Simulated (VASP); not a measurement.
# GaB (P4/mmm) in VASP: settings compared

One crystal, GaB, is run at these levels: HSE(alpha, omega), PBE; tasks: single point, atomic charges, electron localisation function.

All numbers are computed with VASP 6.6.1; they aren't measurements. Logs are shortened: lines on timing, memory, paths and dates and some standing lists are left out, and cuts for length are marked.

## (1) The structure

The structure is tetragonal, space group P4/mmm (No. 123). The conventional cell has a = 2.718 Å, b = 2.718 Å, c = 3.236 Å, α = 90.00°, β = 90.00°, γ = 90.00°. Ga (site symmetry 4/mmm) is surrounded by 8 B at 2.51 Å and 4 Ga at 2.72 Å. B (site symmetry 4/mmm) is surrounded by 8 Ga at 2.51 Å and 4 B at 2.72 Å.

The cell was built by a generator and needn't be a form met in nature.

## (2) Single point, HSE(alpha, omega)

The input, POSCAR:

```
GaB
1.0
    2.7182400000      0.0000000000      0.0000000000
    0.0000000000      2.7182400000      0.0000000000
    0.0000000000      0.0000000000      3.2362100000
Ga B
1 1
Direct
    0.5000000000      0.5000000000      0.5000000000
    0.0000000000      0.0000000000      0.0000000000
```

The input, INCAR.step1:

```
ALGO     = Normal         # electronic algorithm
EDIFF    = 1E-5           # SCF threshold, eV
ENCUT    = 520            # plane-wave cutoff, eV
GGA      = PE             # functional
ISIF     = 2              # what is computed and relaxed
ISMEAR   = -1             # smearing method
LASPH    = T              # aspherical terms in the spheres
LCHARG   = F              # write CHGCAR
LREAL    = F              # projectors in reciprocal space
LWAVE    = T              # write WAVECAR
NBANDS   = 15             # bands
NELM     = 80             # most SCF steps
PREC     = Accurate       # precision mode
SIGMA    = 0.05           # smearing width, eV
```

The input, INCAR.step2:

```
AEXX     = 0.05           # exact-exchange fraction
ALGO     = Normal         # electronic algorithm
EDIFF    = 1E-6           # SCF threshold, eV
ENCUT    = 520            # plane-wave cutoff, eV
GGA      = PE             # functional
HFSCREEN = 0.2            # screening, 1/A
ISIF     = 2              # what is computed and relaxed
ISMEAR   = -1             # smearing method
ISTART   = 1            
LASPH    = T              # aspherical terms in the spheres
LCHARG   = F              # write CHGCAR
LHFCALC  = T              # exact exchange
LREAL    = F              # projectors in reciprocal space
LWAVE    = F              # write WAVECAR
NBANDS   = 15             # bands
NELM     = 80             # most SCF steps
PREC     = Accurate       # precision mode
PRECFOCK = Fast         
SIGMA    = 0.05           # smearing width, eV
```

The input, KPOINTS:

```
k-points
0
Gamma
  5 5 4
```

Potentials or basis: VASP PAW PBE potentials, release 64 (Ga_d, B).

Command:

```bash
$ cat potpaw_PBE.64/Ga_d/POTCAR potpaw_PBE.64/B/POTCAR > POTCAR
$ cp INCAR.step1 INCAR
$ mpirun -np 1 vasp_std > vasp.out
$ cp INCAR.step2 INCAR
$ mpirun -np 1 vasp_std > vasp.out
```

OUTCAR:

```text
AEXX = 0.05
   EDIFF = 1E-6
   ENCUT = 520
   GGA = PE
   HFSCREEN = 0.2
   ISIF = 2
   ISMEAR = -1
   ISTART = 1
   LASPH = T
   LHFCALC = T
   LREAL = F
   NELM = 80
   PREC = Accurate
   PRECFOCK = Fast

 ion  position               nearest neighbor table
   1  0.500  0.500  0.500-   2 2.51   2 2.51   2 2.51   2 2.51   2 2.51   2 2.51   2 2.51   2 2.51

   2  0.000  0.000  0.000-   1 2.51   1 2.51   1 2.51   1 2.51   1 2.51   1 2.51   1 2.51   1 2.51

  LATTYP: Found a simple tetragonal cell.
 ALAT       =     2.7182400000
 C/A-ratio  =     1.1905534463

  Lattice vectors:

 A1 = (   2.7182400000,   0.0000000000,   0.0000000000)
 A2 = (   0.0000000000,   2.7182400000,   0.0000000000)
 A3 = (   0.0000000000,   0.0000000000,   3.2362100000)

Analysis of symmetry for initial positions (statically):
=====================================================================
 Subroutine PRICEL returns:
 Original cell was already a primitive cell.

 Routine SETGRP: Setting up the symmetry group for a
 simple tetragonal supercell.

 Subroutine GETGRP returns: Found 16 space group operations
 (whereof 16 operations were pure point group operations)
 out of a pool of 16 trial point group operations.

The static configuration has the point symmetry D_4h.

Analysis of symmetry for dynamics (positions and initial velocities):
=====================================================================
 Subroutine PRICEL returns:
 Original cell was already a primitive cell.

 Routine SETGRP: Setting up the symmetry group for a
 simple tetragonal supercell.

 Subroutine GETGRP returns: Found 16 space group operations
 (whereof 16 operations were pure point group operations)
 out of a pool of 16 trial point group operations.

The dynamic configuration has the point symmetry D_4h.

 Subroutine INISYM returns: Found 16 space group operations
 (whereof 16 operations are pure point group operations),
 and found     1 'primitive' translations

----------------------------------------------------------------------------------------

                                     Primitive cell

  volume of cell :      23.9118

  direct lattice vectors                    reciprocal lattice vectors
     2.718240000  0.000000000  0.000000000     0.367885102  0.000000000  0.000000000
     0.000000000  2.718240000  0.000000000     0.000000000  0.367885102  0.000000000
     0.000000000  0.000000000  3.236210000     0.000000000  0.000000000  0.309003433

  length of vectors
     2.718240000  2.718240000  3.236210000     0.367885102  0.367885102  0.309003433

  position of ions in fractional coordinates (direct lattice)
     0.500000000  0.500000000  0.500000000
     0.000000000  0.000000000  0.000000000

  ion indices of the primitive-cell ions
   primitive index   ion index
                 1           1
                 2           2

----------------------------------------------------------------------------------------

 KPOINTS: k-points

Automatic generation of k-mesh.
 Grid dimensions read from file:
 generate k-points for:    5    5    4

 Generating k-lattice:

  Cartesian coordinates                     Fractional coordinates (reciprocal lattice)
     0.073577020  0.000000000  0.000000000     0.200000000  0.000000000  0.000000000
     0.000000000  0.073577020  0.000000000     0.000000000  0.200000000  0.000000000
     0.000000000  0.000000000  0.077250858     0.000000000  0.000000000  0.250000000

  Length of vectors
     0.073577020  0.073577020  0.077250858

  Shift w.r.t. Gamma in fractional coordinates (k-lattice)
     0.000000000  0.000000000  0.000000000

 Subroutine IBZKPT returns following result:
 ===========================================

 Found     18 irreducible k-points:

 Following reciprocal coordinates:
            Coordinates               Weight
  0.000000  0.000000  0.000000      1.000000
  0.200000  0.000000  0.000000      4.000000
  0.400000  0.000000  0.000000      4.000000
  0.200000  0.200000  0.000000      4.000000
  0.400000  0.200000  0.000000      8.000000
  0.400000  0.400000  0.000000      4.000000
[... 10 lines left out ...]
  0.400000  0.200000  0.500000      8.000000
  0.400000  0.400000  0.500000      4.000000
   k-points           NKPTS =     18   k-points in BZ     NKDIM =    100   number of bands    NBANDS=     15
   number of dos      NEDOS =    301   number of ions     NIONS =      2
   total plane-waves  NPLWV =   9600
   dimension x,y,z NGX =    20 NGY =   20 NGZ =   24
   dimension x,y,z NGXF=    40 NGYF=   40 NGZF=   48
   ions per type =               1   1
   NGX,Y,Z   is equivalent  to a cutoff of  12.23, 12.23, 12.33 a.u.
   NGXF,Y,Z  is equivalent  to a cutoff of  24.46, 24.46, 24.66 a.u.
 SYSTEM =  unknown system
   PREC   = accura    normal or accurate (medium, high low for compatibility)
   ISTART =      1    job   : 0-new  1-cont  2-samecut
   ICHARG =      0    charge: 1-file 2-atom 10-const
   ISPIN  =      1    spin polarized calculation?
   LNONCOLLINEAR =      F non collinear calculations
   LSORBIT =      F    spin-orbit coupling
   LASPH  =      T    aspherical Exc in radial PAW
   ENCUT  =  520.0 eV  38.22 Ry    6.18 a.u.   5.05  5.05  6.02*2*pi/ulx,y,z
   NELM   =     80;   NELMIN=  2; NELMDL=  0     # of ELM steps
   EDIFF  = 0.1E-05   stopping-criterion for ELM
   LREAL  =      F    real-space projection
   EDIFFG = 0.1E-04   stopping-criterion for IOM
   NSW    =      0    number of steps for IOM
   IBRION =     -1    ionic relax: 0-MD 1-quasi-New 2-CG
   NFREE  =      0    steps in history (QN), initial steepest desc. (CG)
   ISIF   =      2    stress and relaxation
   ISYM   =      3    0-nonsym 1-usesym 2-fastsym
   POTIM  = 0.5000    time-step for ionic-motion
   TEBEG  =    0.0;   TEEND  =   0.0 temperature during run
   PSTRESS=    0.0 pullay stress
   NELECT =      16.0000    total number of electrons
   NUPDOWN=      -1.0000    fix difference up-down
   EMIN   =  10.00;   EMAX   =-10.00  energy-range for DOS
   EFERMI =   0.00;   METHOD = LEGACY
   ISMEAR =    -1;   SIGMA  =   0.05  broadening in eV -4-tet -1-fermi 0-gaus
   EFERMI_NEDOS =   21; number of points for ismear=-14 and -15
   IALGO  =     38    algorithm
   IMIX   =      1    mixing-type and parameters
     AMIX     =   0.40;   BMIX     =  1.00
     AMIX_MAG =   1.60;   BMIX_MAG =  1.00
  volume/ion in A,a.u.               =      11.96        80.68
  Fermi-wavevector in a.u.,A,eV,Ry     =   1.431894  2.705886 27.896285  2.050319
  Thomas-Fermi vector in A             =   2.551580
   LORBIT       =      0    0 simple, 1 ext, 2 COOP (PROOUT), +10 PAW based schemes
   GGA     = PE    functional components
   LHFCALC =     T    Hartree Fock is set to
   PRECFOCK=fast      Normal, Fast or Accurate (Low or Medium for compatibility)
   ENCUT4O =  -1.0   cutoff for four orbital integrals eV
   NKREDX  =     1    reduce k-point grid by
   NKREDY  =     1    reduce k-point grid by
   NKREDZ  =     1    reduce k-point grid by
   AEXX    =    0.0500 exact exchange contribution
   HFSCREEN=    0.2000 screening length (either q_TF or 0.3 A-1)
   HFSCREENC=   0.2000 screening length for correlation (either q_TF or 0.3 A-1)
   ENCUTFOCK=  -1.0 apply spherical cutoff to Coloumb kernel
   IVDW    =     0    specifies the selected vdW correction
   LEPSILON=     F    determine dielectric tensor
   LRPA    =     F    only Hartree local field effects (RPA)
 non-spin polarized calculation
  energy-cutoff  :      520.00
  volume of cell :       23.91
 maximum number of plane-waves:       654
  NGX = 12; NGY = 12; NGZ = 14

 number of electron      16.0000024 magnetization

 Free energy of the ion-electron system (eV)
  ---------------------------------------------------
  ext. energy  EPLUGINS =         0.00000000
  ---------------------------------------------------
  free energy    TOTEN  =        -7.31042658 eV

  energy without entropy =       -7.30183156  energy(sigma->0) =       -7.30612907

 E-fermi :   6.9467     XC(G=0): -11.4636

 val. band max:        6.9226830556   @ k =   0.4000   0.4000   0.2500
 cond. band min:       7.3165577474   @ k =   0.2000   0.2000   0.2500
 fundamental gap:      0.3938746918
 Fermi energy:         6.9466548730

 k-point     1 :       0.0000    0.0000    0.0000
  band No.  band energies     occupation
      1      -9.0605      2.00000
      2      -8.9063      2.00000
      3      -8.5984      2.00000
      4      -8.5984      2.00000
      5      -8.5485      2.00000
      6      -6.7911      2.00000
      7       5.1560      2.00000
      8       8.8766      0.00000
      9       9.7136      0.00000
     10       9.7136      0.00000
     11      16.1885      0.00000
     12      16.5554      0.00000
     13      20.4211      0.00000
     14      21.5778      0.00000
     15      21.5778      0.00000

 k-point     2 :       0.2000    0.0000    0.0000
  band No.  band energies     occupation
      1      -8.9909      2.00000
      2      -8.8333      2.00000
      3      -8.6762      2.00000
      4      -8.6040      2.00000
      5      -8.5918      2.00000
      6      -5.9979      2.00000
      7       5.5304      2.00000
      8       5.9990      2.00000
      9       9.5558      0.00000
     10      10.3730      0.00000
     11      16.9226      0.00000
     12      17.5490      0.00000
     13      17.8695      0.00000
     14      20.9924      0.00000
     15      23.0477      0.00000
[... 257 lines left out ...]
      3      -8.7487      2.00000
      4      -8.7111      2.00000
      5      -8.5253      2.00000
      6       0.6538      2.00000
      7       0.7755      2.00000
      8       4.1627      2.00000
      9       5.1716      2.00000
     10       9.9789      0.00000
     11      13.0528      0.00000
     12      15.3575      0.00000
     13      16.9580      0.00000
     14      24.4864      0.00000
     15      26.4463      0.00000

 k-point    18 :       0.4000    0.4000    0.5000
  band No.  band energies     occupation
      1      -8.9440      2.00000
      2      -8.8675      2.00000
      3      -8.8504      2.00000
      4      -8.5323      2.00000
      5      -8.4713      2.00000
      6       2.7289      2.00000
      7       3.3239      2.00000
      8       5.8840      2.00000
      9       6.2416      2.00000
     10       7.5217      0.00002
     11       7.6851      0.00000
     12      10.8020      0.00000
     13      11.8123      0.00000
     14      25.1893      0.00000
     15      29.5154      0.00000

------------------------ aborting loop because EDIFF is reached ----------------------------------------

  FORCE on cell =-STRESS in cart. coord.  units (eV):
  Direction    XX          YY          ZZ          XY          YZ          ZX
  --------------------------------------------------------------------------------------
  -------------------------------------------------------------------------------------
  Total       -0.1908021     -0.1908021     -0.5512764      0.0000000      0.0000000      0.0000000
  in kB      -12.7844293    -12.7844293    -36.9375164      0.0000000      0.0000000      0.0000000
  external PRESSURE =     -20.8354584 kB  Pullay stress =       0.0000000 kB

 VOLUME and BASIS-vectors are now :
 -----------------------------------------------------------------------------
  energy-cutoff  :      520.00
  volume of cell :       23.91
      direct lattice vectors                 reciprocal lattice vectors
     2.718240000  0.000000000  0.000000000     0.367885102  0.000000000  0.000000000
     0.000000000  2.718240000  0.000000000     0.000000000  0.367885102  0.000000000
     0.000000000  0.000000000  3.236210000     0.000000000  0.000000000  0.309003433

 POSITION                                       TOTAL-FORCE (eV/Angst)
 -----------------------------------------------------------------------------------
      1.35912      1.35912      1.61810         0.000000      0.000000      0.000000
      0.00000      0.00000      0.00000         0.000000      0.000000      0.000000
 -----------------------------------------------------------------------------------
    total drift:                               -0.000015     -0.000088      0.000238

  FREE ENERGIE OF THE ION-ELECTRON SYSTEM (eV)
  ---------------------------------------------------
  free  energy   TOTEN  =        -7.3104265803 eV

  energy  without entropy=       -7.3018315589  energy(sigma->0) =       -7.30612907
```

Run time: 2.4 min. Hardware: 1 thread of AMD EPYC 9R45 (Zen 5), shared host; peak memory 0.2 GiB.

Results:

```
Free energy            : -7.3104 eV
Pressure               : -2.1 GPa
Band gap on the k mesh : none (metal or under the smearing width)
```

Stress tensor (GPa, compression positive):
```
-1.28  0.00  0.00
 0.00 -1.28  0.00
 0.00  0.00 -3.69
```

Caveat: the k mesh is coarse (spacing up to 0.49 Å⁻¹), so the values aren't converged, least of all with exact exchange; the PAW data sets were made with another functional, which shifts forces and pressure a little.

## (3) Single point, HSE(alpha, omega)

POSCAR is that of step 2.

INCAR.step1 is that of step 2.

INCAR.step2, as its differences from that of step 2:

```diff
@@ -1,2 +1,2 @@
-AEXX     = 0.05           # exact-exchange fraction
+AEXX     = 0.1            # exact-exchange fraction
 ALGO     = Normal         # electronic algorithm
```

KPOINTS is that of step 2.

Potentials or basis: VASP PAW PBE potentials, release 64 (Ga_d, B).

Command:

```bash
$ cat potpaw_PBE.64/Ga_d/POTCAR potpaw_PBE.64/B/POTCAR > POTCAR
$ cp INCAR.step1 INCAR
$ mpirun -np 1 vasp_std > vasp.out
$ cp INCAR.step2 INCAR
$ mpirun -np 1 vasp_std > vasp.out
```

It took 2.8 min on 1 thread of AMD EPYC 9R45 (Zen 5), shared host; peak memory 0.2 GiB.

Results (log left out):

* Free energy: -7.5015 eV
* Pressure: -2.6 GPa
* Band gap on the k mesh: none (metal or under the smearing width)

Stress tensor (GPa, compression positive):
```
-1.73  0.00  0.00
 0.00 -1.73  0.00
 0.00  0.00 -4.22
```

Levels at points of the mesh, in eV from the Fermi level:
| k point | band 4 | band 5 | band 6 | band 7 | band 8 | band 9 | band 10 | band 11 | band 12 | band 13 |
| --- | --- | --- | --- | --- | --- | --- | --- | --- | --- | --- |
| (0.00, 0.00, 0.00) | -16.13 | -16.07 | -14.09 | -1.87 | 2.01 | 2.87 | 2.87 | 9.38 | 9.71 | 13.76 |
| (0.00, 0.00, 0.50) | -16.17 | -16.07 | -10.52 | -10.47 | 4.64 | 4.64 | 8.43 | 9.90 | 9.90 | 10.31 |

Caveat: the k mesh is coarse (spacing up to 0.49 Å⁻¹), so the values aren't converged, least of all with exact exchange; the PAW data sets were made with another functional, which shifts forces and pressure a little.

## (4) Single point, HSE(alpha, omega)

POSCAR is that of step 3.

INCAR.step1 is that of step 3.

INCAR.step2, as its differences from that of step 3:

```diff
@@ -1,2 +1,2 @@
-AEXX     = 0.1            # exact-exchange fraction
+AEXX     = 0.15           # exact-exchange fraction
 ALGO     = Normal         # electronic algorithm
```

KPOINTS is that of step 3.

Command:

```bash
$ cat potpaw_PBE.64/Ga_d/POTCAR potpaw_PBE.64/B/POTCAR > POTCAR
$ cp INCAR.step1 INCAR
$ mpirun -np 1 vasp_std > vasp.out
$ cp INCAR.step2 INCAR
$ mpirun -np 1 vasp_std > vasp.out
```

Wall time 3.1 min (1 thread of AMD EPYC 9R45 (Zen 5), shared host); peak memory 0.2 GiB.

It converged, with:

- Free energy: -7.6977 eV
- Pressure: -3.0 GPa
- Band gap on the k mesh: none (metal or under the smearing width)

Stress tensor (GPa, compression positive):
```
-2.09  0.00  0.00
 0.00 -2.09  0.00
 0.00  0.00 -4.69
```

Levels at points of the mesh, in eV from the Fermi level:
| k point | band 5 | band 6 | band 7 | band 8 | band 9 | band 10 | band 11 | band 12 |
| --- | --- | --- | --- | --- | --- | --- | --- | --- |
| (0.00, 0.00, 0.00) | -16.66 | -14.44 | -1.95 | 2.10 | 2.97 | 2.97 | 9.52 | 9.81 |
| (0.00, 0.00, 0.50) | -16.65 | -10.78 | -10.77 | 4.80 | 4.80 | 8.68 | 10.09 | 10.09 |

Caveat: the k mesh is coarse (spacing up to 0.49 Å⁻¹), so the values aren't converged, least of all with exact exchange; the PAW data sets were made with another functional, which shifts forces and pressure a little.

[end of part 1 of 2]
